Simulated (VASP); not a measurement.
Calculation: LDA (Ceperley-Alder, Perdew-Zunger), VASP's LDA PAW potentials (set 64) (plane waves; VASP 6.6.1).

VASP input:

POSCAR:
```
NaF
1
    0.0000000000     2.1984918027     2.1984918027
    2.1984918027     0.0000000000     2.1984918027
    2.1984918027     2.1984918027     0.0000000000
Na F
1 1
Direct
  0.0000000000   0.0000000000   0.0000000000
  0.5000000000   0.5000000000   0.5000000000
```

### KPOINTS
```
Automatic
0
G
10 10 10
0 0 0
```

**INCAR**
```
ALGO  =  Normal
EDIFF  =  1E-6
EDIFFG  =  -0.02
ENCUT  =  620
IBRION  =  2
ISIF  =  3
ISMEAR  =  0
LASPH  =  .TRUE.
LCHARG  =  .FALSE.
LREAL  =  .FALSE.
LWAVE  =  .FALSE.
NELM  =  100
NSW  =  40
PREC  =  Accurate
PSTRESS  =  100
SIGMA  =  0.05
SYSTEM  =  NaF
```

POTCAR, in this order: Na_pv F (LDA.64 set). Program: vasp_std.

The resulting files:

OSZICAR:
```
       N       E                     dE             d eps       ncg     rms          rms(c)
DAV:   1     0.120127179013E+03    0.12013E+03   -0.89733E+03  1040   0.178E+03
DAV:   2    -0.367491876508E+01   -0.12380E+03   -0.11500E+03  1118   0.402E+02
DAV:   3    -0.100876517751E+02   -0.64127E+01   -0.63951E+01  1196   0.926E+01
DAV:   4    -0.101500398768E+02   -0.62388E-01   -0.62380E-01  1133   0.951E+00
DAV:   5    -0.101506104522E+02   -0.57058E-03   -0.57057E-03  1205   0.933E-01    0.512E+00
DAV:   6    -0.935036675971E+01    0.80024E+00   -0.32551E+00  1237   0.207E+01    0.171E+00
DAV:   7    -0.932322735212E+01    0.27139E-01   -0.33597E-02  1043   0.252E+00    0.958E-01
DAV:   8    -0.930836045336E+01    0.14867E-01   -0.17574E-02  1214   0.339E+00    0.107E-01
DAV:   9    -0.930847629954E+01   -0.11585E-03   -0.17133E-03  1154   0.486E-01    0.706E-02
DAV:  10    -0.930841710871E+01    0.59191E-04   -0.30224E-04  1112   0.254E-01    0.809E-03
DAV:  11    -0.930841725311E+01   -0.14440E-06   -0.88732E-06  1124   0.460E-02
   1 F= -.79819578E+01 E0= -.79819578E+01  d E =-.798196E+01
       N       E                     dE             d eps       ncg     rms          rms(c)
DAV:   1    -0.955487342815E+01   -0.24646E+00   -0.55281E+00  1208   0.394E+01    0.421E+00
DAV:   2    -0.929290835024E+01    0.26197E+00   -0.99452E-01  1145   0.113E+01    0.114E+00
DAV:   3    -0.927226813864E+01    0.20640E-01   -0.36122E-02  1159   0.476E+00    0.593E-01
DAV:   4    -0.926342266329E+01    0.88455E-02   -0.55532E-03  1169   0.284E+00    0.888E-02
DAV:   5    -0.926306197402E+01    0.36069E-03   -0.86969E-04  1195   0.566E-01    0.196E-02
DAV:   6    -0.926300939856E+01    0.52575E-04   -0.95790E-05  1229   0.195E-01    0.111E-02
DAV:   7    -0.926300569922E+01    0.36993E-05   -0.68725E-06  1046   0.367E-02    0.365E-03
DAV:   8    -0.926300468713E+01    0.10121E-05   -0.10506E-06   547   0.261E-02    0.254E-03
DAV:   9    -0.926300465310E+01    0.34032E-07   -0.20733E-07   523   0.568E-03
   2 F= -.79993484E+01 E0= -.79993484E+01  d E =-.173906E-01
       N       E                     dE             d eps       ncg     rms          rms(c)
DAV:   1    -0.926014908714E+01    0.28556E-02   -0.29268E-02  1205   0.295E+00    0.302E-01
DAV:   2    -0.925878851965E+01    0.13606E-02   -0.50744E-03  1151   0.806E-01    0.815E-02
DAV:   3    -0.925868032379E+01    0.10820E-03   -0.16773E-04  1160   0.348E-01    0.420E-02
DAV:   4    -0.925863431778E+01    0.46006E-04   -0.27347E-05  1163   0.204E-01    0.578E-03
DAV:   5    -0.925863254018E+01    0.17776E-05   -0.42485E-06  1089   0.397E-02    0.132E-03
DAV:   6    -0.925863227721E+01    0.26297E-06   -0.38270E-07   523   0.126E-02
   3 F= -.79994292E+01 E0= -.79994292E+01  d E =-.174714E-01
```

**OUTCAR**
```
------------------------ aborting loop because EDIFF is reached ----------------------------------------
  FORCE on cell =-STRESS in cart. coord.  units (eV):
  Direction    XX          YY          ZZ          XY          YZ          ZX
  --------------------------------------------------------------------------------------
  Total        1.2674342      1.2674342      1.2674342      0.0000000     -0.0000000     -0.0000000
  in kB      100.6536788    100.6536788    100.6536788      0.0000000     -0.0000000     -0.0000000
  external PRESSURE =       0.6536788 kB  Pullay stress =     100.0000000 kB
  volume of cell :       20.17
      direct lattice vectors                 reciprocal lattice vectors
     0.000000000  2.160688275  2.160688275    -0.231407744  0.231407744  0.231407744
     2.160688275 -0.000000000  2.160688275     0.231407744 -0.231407744  0.231407744
     2.160688275  2.160688275 -0.000000000     0.231407744  0.231407744 -0.231407744
  FREE ENERGIE OF THE ION-ELECTRON SYSTEM (eV)
  ---------------------------------------------------
  free  energy   TOTEN  =        -9.2586322772 eV

  energy  without entropy=       -9.2586322772  energy(sigma->0) =       -9.25863228
  enthalpy is  TOTEN    =        -7.9994292497 eV   P V=        1.2592030275

 reached required accuracy - stopping structural energy minimisation
```
(Selected blocks of OUTCAR.)

CONTCAR:
```
NaF
   1.00000000000000
     0.0000000000000000    2.1606882753882610    2.1606882753882610
     2.1606882753882610   -0.0000000000000000    2.1606882753882610
     2.1606882753882610    2.1606882753882610   -0.0000000000000000
  Na              F
     1     1
Direct
     0.0000000000000000    0.0000000000000000    0.0000000000000000
     0.5000000000000000    0.5000000000000000    0.5000000000000000
```

Energy and stress use the plane-wave basis of the starting cell.

The compound is NaF in the rock salt structure. This run relaxes it under an external pressure of 10 GPa. Symmetry was kept, so distortions that lower it aren't found.
